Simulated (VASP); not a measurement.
```xyz
4
Lattice="0.0000 2.1537 2.1537 2.1537 0.0000 2.1537 7.6807 7.6807 0.9339" Properties=species:S:1:pos:R:3 pbc="T T T"
Au     7.6094     7.6094     1.0052
Au     4.1451     4.1451     4.4695
Al     3.8151     3.8151     0.4922
Al     7.9394     7.9394     4.9826
```

Calculation: PBEsol GGA, VASP's PBE PAW potentials (set 64) (plane waves; VASP). Run with 400 eV cut-off, Gaussian smearing of 0.050 eV, potentials Au Al.

**Question.** Give the energies of bands 4 to 17 at the high-symmetry points, in eV from the Fermi level.

**Answer.** 
| band | Γ | T | H2 | L | S0 | F |
|---|---|---|---|---|---|---|
| 4 | -6.57 | -6.00 | -5.98 | -5.93 | -5.99 | -6.24 |
| 5 | -5.14 | -5.15 | -5.67 | -5.40 | -5.66 | -5.71 |
| 6 | -5.14 | -5.15 | -5.54 | -5.34 | -5.53 | -5.15 |
| 7 | -5.08 | -5.08 | -5.51 | -5.14 | -5.53 | -5.15 |
| 8 | -5.08 | -5.08 | -4.32 | -4.03 | -4.32 | -3.87 |
| 9 | -5.06 | -4.24 | -4.05 | -3.87 | -4.05 | -3.40 |
| 10 | -4.14 | -4.14 | -3.96 | -3.37 | -3.96 | -3.37 |
| 11 | -4.14 | -4.14 | -2.29 | -3.00 | -2.26 | -3.00 |
| 12 | -3.66 | -4.07 | -2.19 | -2.90 | -2.19 | -2.90 |
| 13 | -3.66 | -3.65 | -1.92 | -1.21 | -1.96 | -1.89 |
| 14 | -1.64 | -3.65 | -0.75 | -1.08 | -0.73 | -1.28 |
| 15 | 1.47 | 4.25 | 0.61 | -0.94 | 0.51 | -0.39 |
| 16 | 8.99 | 6.32 | 1.07 | 0.97 | 1.41 | 1.34 |
| 17 | 8.99 | 9.00 | 2.19 | 3.48 | 1.56 | 3.42 |

It has no gap at this level: it comes out as a metal or semimetal.

The structure was generated: Al2Au2 was put into an ordered model structure (R-3m), which need not be its known phase. It was relaxed first.
